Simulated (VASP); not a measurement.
Calculation: PBE GGA, VASP's PBE PAW potentials (set 64) (plane waves; VASP).

VASP ran on this input.

**KPOINTS**
```
Automatic
0
G
 7 7 7
0 0 0
```

**INCAR**
```
ALGO=Normal
EDIFF=1E-6
EDIFFG=-0.02
ENCUT=620
GGA=PE
IBRION=2
ISIF=3
ISMEAR=0
LASPH=.TRUE.
LCHARG=.FALSE.
LMAXMIX=4
LREAL=.FALSE.
LWAVE=.FALSE.
NELM=100
NSW=40
PREC=Accurate
PSTRESS=100
SIGMA=0.05
SYSTEM=PbF2
```

POSCAR:
```
PbF2
1
   -0.0000000000     2.8854052682     2.8854052682
    2.8854052682     0.0000000000     2.8854052682
    2.8854052682     2.8854052682    -0.0000000000
Pb F
1 2
Direct
  0.0000000000   0.0000000000   0.0000000000
  0.2500000000   0.2500000000   0.2500000000
  0.7500000000   0.7500000000   0.7500000000
```

POTCAR, in this order: Pb_d F (PBE.64 set). Program: vasp_std.

Output

File OSZICAR:
```
       N       E                     dE             d eps       ncg     rms          rms(c)
DAV:   1     0.335532322563E+03    0.33553E+03   -0.16856E+04   720   0.208E+03
DAV:   2     0.135753727818E+02   -0.32196E+03   -0.30948E+03   818   0.507E+02
DAV:   3    -0.151622923781E+02   -0.28738E+02   -0.28455E+02   846   0.165E+02
DAV:   4    -0.159446534872E+02   -0.78236E+00   -0.78105E+00   786   0.271E+01
DAV:   5    -0.159684709126E+02   -0.23817E-01   -0.23816E-01   840   0.472E+00    0.786E+00
DAV:   6    -0.141766889630E+02    0.17918E+01   -0.93927E+00   958   0.274E+01    0.249E+00
DAV:   7    -0.141800852386E+02   -0.33963E-02   -0.37644E-01   740   0.454E+00    0.148E+00
DAV:   8    -0.141816112256E+02   -0.15260E-02   -0.86229E-02   724   0.398E+00    0.482E-01
DAV:   9    -0.141789377500E+02    0.26735E-02   -0.15388E-02   922   0.116E+00    0.103E-01
DAV:  10    -0.141799837338E+02   -0.10460E-02   -0.12910E-03   720   0.270E-01    0.293E-02
DAV:  11    -0.141800068370E+02   -0.23103E-04   -0.47847E-05   758   0.810E-02    0.975E-03
DAV:  12    -0.141800132626E+02   -0.64256E-05   -0.23912E-05   730   0.606E-02    0.528E-03
DAV:  13    -0.141800126011E+02    0.66150E-06   -0.19460E-06   598   0.222E-02
   1 F= -.11181265E+02 E0= -.11181265E+02  d E =-.111813E+02
```

### OUTCAR
```
------------------------ aborting loop because EDIFF is reached ----------------------------------------
  FORCE on cell =-STRESS in cart. coord.  units (eV):
  Direction    XX          YY          ZZ          XY          YZ          ZX
  --------------------------------------------------------------------------------------
  Total        3.0096293      3.0096293      3.0096293     -0.0000000     -0.0000000     -0.0000000
  in kB      100.3628823    100.3628823    100.3628823     -0.0000000     -0.0000000     -0.0000000
  external PRESSURE =       0.3628823 kB  Pullay stress =     100.0000000 kB
  volume of cell :       48.05
      direct lattice vectors                 reciprocal lattice vectors
     0.000000000  2.885405268  2.885405268    -0.173285883  0.173285883  0.173285883
     2.885405268  0.000000000  2.885405268     0.173285883 -0.173285883  0.173285883
     2.885405268  2.885405268  0.000000000     0.173285883  0.173285883 -0.173285883
 POSITION                                       TOTAL-FORCE (eV/Angst)
 -----------------------------------------------------------------------------------
      0.00000      0.00000      0.00000        -0.000000     -0.000000     -0.000000
      1.44270      1.44270      1.44270         0.000000      0.000000      0.000000
      4.32811      4.32811      4.32811        -0.000000     -0.000000     -0.000000
 -----------------------------------------------------------------------------------
    total drift:                                0.000000      0.000000      0.000000
  FREE ENERGIE OF THE ION-ELECTRON SYSTEM (eV)
  ---------------------------------------------------
  free  energy   TOTEN  =       -14.1800126011 eV

  energy  without entropy=      -14.1800126011  energy(sigma->0) =      -14.18001260
  enthalpy is  TOTEN    =       -11.1812652699 eV   P V=        2.9987473311

 reached required accuracy - stopping structural energy minimisation
```
(Selected blocks of OUTCAR.)

The compound is PbF2 in the fluorite structure, the β form. It was relaxed first under an external pressure of 10 GPa.
